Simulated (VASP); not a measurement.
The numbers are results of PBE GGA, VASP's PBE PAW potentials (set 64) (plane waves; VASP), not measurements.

VASP ran on this input.

KPOINTS:
```
Automatic mesh
0
Gamma
6 6 3
0 0 0
```

### INCAR
```
ALGO = Normal
EDIFF = 1E-6
ENCUT = 350
GGA = PE
ISIF = 2
ISMEAR = 0
LASPH = T
LCHARG = F
LMAXMIX = 4
LREAL = F
LWAVE = F
NELM = 100
PREC = Accurate
SIGMA = 0.05
SYSTEM = MgI2
```

File POSCAR:
```
MgI2
1
    2.1160970000    -3.6825960000     0.0000000000
    2.1160970000     3.6825960000     0.0000000000
    0.0000000000     0.0000000000     6.7694490000
Mg I
1 2
Direct
  0.0000000000   0.0000000000   0.0000000000
  0.3333330000   0.6666670000   0.2420000000
  0.6824250000   0.3490910000   0.7580000000
```

POTCAR, in this order: Mg I (PBE.64 set). Program: vasp_std.

Output

File OUTCAR:
```
 ion  position               nearest neighbor table
   1  0.000  0.000  0.000-   3 2.90   2 2.94   2 2.94   2 2.95   3 2.95   3 2.99
   2  0.333  0.667  0.242-   1 2.94   1 2.94   1 2.95
   3  0.682  0.349  0.758-   1 2.90   1 2.95   1 2.99
  LATTYP: Found a base centered orthorhombic cell.
 ALAT       =     4.2321940000
 B/A-ratio  =     1.7402775015
 C/A-ratio  =     1.5995129240
 Subroutine PRICEL returns:
 Original cell was already a primitive cell.
 Subroutine GETGRP returns: Found  1 space group operations
The static configuration has the point symmetry C_1 .
The dynamic configuration has the point symmetry C_1 .
 Subroutine INISYM returns: Found  1 space group operations
 Subroutine IBZKPT returns following result:
 Found     56 irreducible k-points:

 Following reciprocal coordinates:
            Coordinates               Weight
  0.000000  0.000000  0.000000      1.000000
  0.166667  0.000000  0.000000      2.000000
  0.000000  0.166667  0.000000      2.000000
  0.333333  0.000000  0.000000      2.000000
  0.000000  0.333333  0.000000      2.000000
  0.500000  0.000000  0.000000      1.000000
  0.000000  0.500000  0.000000      1.000000
  0.166667  0.166667  0.000000      2.000000
  0.333333  0.166667  0.000000      2.000000
  0.166667  0.333333  0.000000      2.000000
  0.500000  0.166667  0.000000      2.000000
  0.166667  0.500000  0.000000      2.000000
 -0.333333  0.166667  0.000000      2.000000
  0.166667 -0.333333  0.000000      2.000000
 -0.166667  0.166667  0.000000      2.000000
  0.333333  0.333333  0.000000      2.000000
  0.500000  0.333333  0.000000      2.000000
  0.333333  0.500000  0.000000      2.000000
 -0.333333  0.333333  0.000000      2.000000
  0.500000  0.500000  0.000000      1.000000
  0.000000  0.000000  0.333333      2.000000
  0.166667  0.000000  0.333333      2.000000
 -0.166667  0.000000  0.333333      2.000000
  0.000000  0.166667 -0.333333      2.000000
  0.000000 -0.166667 -0.333333      2.000000
  0.333333  0.000000  0.333333      2.000000
 -0.333333  0.000000  0.333333      2.000000
  0.000000  0.333333 -0.333333      2.000000
  0.000000 -0.333333 -0.333333      2.000000
  0.500000  0.000000  0.333333      2.000000
  0.000000  0.500000 -0.333333      2.000000
  0.166667  0.166667  0.333333      2.000000
 -0.166667 -0.166667  0.333333      2.000000
  0.333333  0.166667  0.333333      2.000000
 -0.333333 -0.166667  0.333333      2.000000
  0.166667  0.333333 -0.333333      2.000000
 -0.166667 -0.333333 -0.333333      2.000000
  0.500000  0.166667  0.333333      2.000000
  0.500000 -0.166667  0.333333      2.000000
  0.166667  0.500000 -0.333333      2.000000
   k-points           NKPTS =     56   k-points in BZ     NKDIM =     56   number of bands    NBANDS=     12
   number of dos      NEDOS =    301   number of ions     NIONS =      3
   total plane-waves  NPLWV =  32928
   dimension x,y,z NGX =    28 NGY =   28 NGZ =   42
   dimension x,y,z NGXF=    56 NGYF=   56 NGZF=   84
   ions per type =               1   2
   PREC   = accura    normal or accurate (medium, high low for compatibility)
   ISTART =      0    job   : 0-new  1-cont  2-samecut
   ICHARG =      2    charge: 1-file 2-atom 10-const
   ISPIN  =      1    spin polarized calculation?
   LNONCOLLINEAR =      F non collinear calculations
   LSORBIT =      F    spin-orbit coupling
   INIWAV =      1    electr: 0-lowe 1-rand  2-diag
   ENCUT  =  350.0 eV  25.72 Ry    5.07 a.u.   6.48  6.48 10.33*2*pi/ulx,y,z
   NELM   =    100;   NELMIN=  2; NELMDL= -5     # of ELM steps
   EDIFF  = 0.1E-05   stopping-criterion for ELM
...
```

OSZICAR:
```
       N       E                     dE             d eps       ncg     rms          rms(c)
DAV:   1     0.674144745521E+02    0.67414E+02   -0.47649E+03  1352   0.756E+02
DAV:   2    -0.270428571599E+01   -0.70119E+02   -0.65302E+02  1988   0.136E+02
DAV:   3    -0.776922007940E+01   -0.50649E+01   -0.50470E+01  1716   0.431E+01
DAV:   4    -0.786222621343E+01   -0.93006E-01   -0.92991E-01  1716   0.744E+00
DAV:   5    -0.786370001412E+01   -0.14738E-02   -0.14737E-02  1736   0.902E-01    0.384E+00
DAV:   6    -0.772264488646E+01    0.14106E+00   -0.16439E-01  1428   0.222E+00    0.268E+00
DAV:   7    -0.769517971155E+01    0.27465E-01   -0.14866E-01  1548   0.216E+00    0.783E-01
DAV:   8    -0.769365227836E+01    0.15274E-02   -0.98077E-03  1544   0.608E-01    0.239E-01
DAV:   9    -0.769380925255E+01   -0.15697E-03   -0.10057E-03  1680   0.232E-01    0.887E-02
DAV:  10    -0.769379782171E+01    0.11431E-04   -0.28227E-05  1644   0.448E-02    0.427E-02
DAV:  11    -0.769380476394E+01   -0.69422E-05   -0.18392E-05  1544   0.321E-02    0.254E-02
DAV:  12    -0.769380557088E+01   -0.80694E-06   -0.93420E-07  1184   0.728E-03
   1 F= -.76938056E+01 E0= -.76938056E+01  d E =-.679306E-13
```

**OUTCAR**
```
------------------------ aborting loop because EDIFF is reached ----------------------------------------
  FORCE on cell =-STRESS in cart. coord.  units (eV):
  Direction    XX          YY          ZZ          XY          YZ          ZX
  --------------------------------------------------------------------------------------
  Total       -0.0092014     -0.1055691      0.7941560     -0.0039009      0.0107159      0.1714986
  in kB       -0.1397300     -1.6031510     12.0598932     -0.0592382      0.1627293      2.6043437
  external PRESSURE =       3.4390041 kB  Pullay stress =       0.0000000 kB
  volume of cell :      105.50
      direct lattice vectors                 reciprocal lattice vectors
     2.116097000 -3.682596000  0.000000000     0.236284064 -0.135773786  0.000000000
     2.116097000  3.682596000  0.000000000     0.236284064  0.135773786  0.000000000
     0.000000000  0.000000000  6.769449000     0.000000000  0.000000000  0.147722510
 POSITION                                       TOTAL-FORCE (eV/Angst)
 -----------------------------------------------------------------------------------
      0.00000      0.00000      0.00000         0.074020      0.007659      0.009771
      2.11610      1.22753      1.63821         0.027047     -0.001531     -0.009434
      2.18279     -1.22753      5.13124        -0.101067     -0.006129     -0.000337
 -----------------------------------------------------------------------------------
    total drift:                                0.000027      0.000005     -0.000008
  FREE ENERGIE OF THE ION-ELECTRON SYSTEM (eV)
  ---------------------------------------------------
  free  energy   TOTEN  =        -7.6938055709 eV

  energy  without entropy=       -7.6938055709  energy(sigma->0) =       -7.69380557
```
(Selected blocks of OUTCAR.)

**OUTCAR**
```
 val. band max:        2.2115337905   @ k =   0.0000   0.0000   0.0000

 cond. band min:       5.5041522225   @ k =   0.5000   0.0000   0.3333


 Fermi energy:         2.4464277081

 k-point     1 :       0.0000    0.0000    0.0000
  band No.  band energies     occupation
      1      -9.9023      2.00000
      2      -9.1796      2.00000
      3      -1.3029      2.00000
      4       1.4847      2.00000
      5       1.5061      2.00000
      6       1.8478      2.00000
      7       1.9459      2.00000
      8       2.2115      2.00000
      9       5.5656      0.00000
     10       6.6855      0.00000
     11       8.5167      0.00000
     12       8.6439      0.00000

 k-point     2 :       0.1667    0.0000    0.0000
  band No.  band energies     occupation
      1      -9.7740      2.00000
      2      -9.1264      2.00000
      3      -1.1241      2.00000
      4       0.6185      2.00000
      5       1.1518      2.00000
      6       1.1921      2.00000
      7       1.8384      2.00000
      8       2.0815      2.00000
      9       6.4005      0.00000
     10       7.3467      0.00000
     11       8.1071      0.00000
     12       8.9606      0.00000

 k-point     3 :       0.0000    0.1667    0.0000
  band No.  band energies     occupation
      1      -9.7753      2.00000
      2      -9.1236      2.00000
      3      -1.1281      2.00000
      4       0.5838      2.00000
      5       1.1198      2.00000
      6       1.2022      2.00000
      7       1.8942      2.00000
      8       2.0950      2.00000
      9       6.4348      0.00000
     10       7.3176      0.00000
     11       8.1633      0.00000
     12       8.8931      0.00000

 k-point     4 :       0.3333    0.0000    0.0000
  band No.  band energies     occupation
      1      -9.4659      2.00000
      2      -9.0450      2.00000
      3      -0.9894      2.00000
      4      -0.4044      2.00000
      5       0.2444      2.00000
      6       0.7708      2.00000
...
```

Unless said otherwise, spin-orbit coupling is left out, though it shifts the bands of the heavy elements here.

The compound is MgI2 in the 1T layered structure. The cell was not relaxed at this level, atoms are displaced from their ideal sites. The run is one of a series of settings (ENCUT = 350 against the base run), some of them coarse on purpose.
